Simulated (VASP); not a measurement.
Computed with PBE GGA, VASP's PBE PAW potentials (set 64) (plane waves; VASP).

The input files of a VASP run:

File POSCAR:
```
PtS2
1.0
  3.5847207620   0.0000000000   0.0000000000
 -1.7923603810   3.1044592542   0.0000000000
  0.0000000000   0.0000000000   5.5807360007
Pt S
1 2
Cartesian
  0.0000000000   0.0000000000   0.0000000000
  1.7923621734   1.0348187166   4.3626039106
 -0.0000017924   2.0696405376   1.2181320901
```

### KPOINTS
```
Automatic mesh
0
Gamma
7 7 4
0 0 0
```

**INCAR**
```
ALGO  =  Normal
EDIFF  =  1E-6
EDIFFG  =  -0.02
ENCUT  =  480
GGA  =  PE
IBRION  =  2
ISIF  =  3
ISMEAR  =  0
LASPH  =  .True.
LCHARG  =  .False.
LMAXMIX  =  6
LREAL  =  .False.
LWAVE  =  .False.
NELM  =  100
NSW  =  60
PREC  =  Accurate
SIGMA  =  0.05
SYSTEM  =  PtS2
```

POTCAR, in this order: Pt S (PBE.64 set). Program: vasp_std.

Energy and stress use the plane-wave basis of the starting cell. Without a dispersion term in the relaxation, distances and binding between the weakly bound layers, chains or molecules are unreliable, and so is what depends on them.

Question: Estimate the energy per atom (σ→0), volume per atom.

Answer: 
```
Property                        Value
---------------------  --------------
energy per atom (σ→0)  -5.155 eV/atom
volume per atom         23.55 Å³/atom
```

File OSZICAR:
```
...
  23 F= -.15463717E+02 E0= -.15463717E+02  d E =-.862179E-03
       N       E                     dE             d eps       ncg     rms          rms(c)
DAV:   1    -0.154639505720E+02   -0.23356E-03   -0.97191E-03   840   0.721E-01    0.110E-01
DAV:   2    -0.154637894935E+02    0.16108E-03   -0.10593E-03   945   0.346E-01    0.603E-02
DAV:   3    -0.154637619082E+02    0.27585E-04   -0.49437E-05  1043   0.787E-02    0.261E-02
DAV:   4    -0.154637530756E+02    0.88326E-05   -0.76237E-05  1015   0.482E-02    0.130E-02
DAV:   5    -0.154637532917E+02   -0.21613E-06   -0.32856E-06  1015   0.130E-02
  24 F= -.15463753E+02 E0= -.15463753E+02  d E =-.358230E-04
```

The structure comes from a computed database's PtS2 entry (P-3m1); how it stands against other phases isn't given here. This run relaxes it. Symmetry was kept, so distortions that lower it aren't found. The start is the result of an earlier pass.
